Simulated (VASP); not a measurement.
Crystal: ZnGe2N2.

```
CELL_PARAMETERS angstrom
3.07984 0.00000 0.00000
-1.53992 2.66722 0.00000
0.00000 0.00000 8.35000
ATOMIC_POSITIONS crystal
Zn 0.00000 0.00000 0.00000
Ge 0.33333 0.66667 0.35749
Ge 0.66667 0.33333 0.64251
N 0.00000 0.00000 0.74204
N 0.00000 0.00000 0.25796
```

The cell was built by a generator and needn't be a form met in nature.

```yaml
Program: VASP 6.6.1
Task: relaxation of cell and atoms
Functional: PBE
Potentials_or_basis: VASP PAW PBE potentials, release 64 (Zn, Ge_d, N)
Cutoff: 520 eV
k_mesh: 12 × 12 × 4
Occupations: gaussian, width 0.1 eV
Spin: no spin polarisation
```

At the start: pressure -0.6 GPa; volume 13.72 Å³/atom.

Where does the relaxation end?

Over 20 steps the energy falls by 5.9 meV/atom and the volume is 13.58 Å³/atom (-1.0 %); space group P-3m1 (No. 164, to 0.05 Å).

Step by step:
| step | energy change (eV) | largest force (eV/Å) | pressure (GPa) | volume (Å³) |
| --- | --- | --- | --- | --- |
| 1 | 0.0000 | 0.3172 | -0.60 | 68.59 |
| 2 | -0.0123 | 0.1098 | -0.42 | 68.09 |
| 3 | -0.0135 | 0.1547 | -0.39 | 67.86 |
| 4 | -0.0192 | 0.0752 | 0.60 | 67.27 |
| 5 | -0.0197 | 0.1029 | 1.15 | 66.94 |
| 6 | -0.0238 | 0.0995 | 0.65 | 67.21 |
| 7 | -0.0264 | 0.1104 | 0.21 | 67.54 |
| 8 | -0.0228 | 0.0703 | -0.23 | 68.18 |
| 9 | -0.0268 | 0.1111 | 0.14 | 67.67 |
| 10 | -0.0268 | 0.1094 | 0.07 | 67.76 |
| 11 | -0.0282 | 0.0717 | -0.22 | 67.87 |
| 12 | -0.0284 | 0.0976 | -0.43 | 67.92 |
| 13 | -0.0291 | 0.0566 | 0.00 | 67.72 |
| 14 | -0.0291 | 0.0462 | 0.32 | 67.67 |
| 15 | -0.0291 | 0.0516 | 0.12 | 67.69 |
| 16 | -0.0291 | 0.0500 | 0.18 | 67.69 |
| 17 | -0.0293 | 0.0128 | 0.12 | 67.76 |
| 18 | -0.0294 | 0.0165 | 0.08 | 67.82 |
| 19 | -0.0294 | 0.0089 | 0.10 | 67.81 |
| 20 | -0.0294 | 0.0043 | -0.02 | 67.89 |

Final structure:
```cif
data_structure
_symmetry_space_group_name_H-M 'P 1'
_symmetry_Int_Tables_number 1
_cell_length_a 3.1156
_cell_length_b 3.1156
_cell_length_c 8.0756
_cell_angle_alpha 90.000
_cell_angle_beta 90.000
_cell_angle_gamma 120.000
_cell_volume 67.89
loop_
_atom_site_label
_atom_site_type_symbol
_atom_site_fract_x
_atom_site_fract_y
_atom_site_fract_z
_atom_site_occupancy
Zn1 Zn 0.00000 0.00000 0.00000 1
Ge1 Ge 0.33333 0.66667 0.35719 1
Ge2 Ge 0.66667 0.33333 0.64281 1
N1 N 0.00000 0.00000 0.75175 1
N2 N 0.00000 0.00000 0.24825 1
```
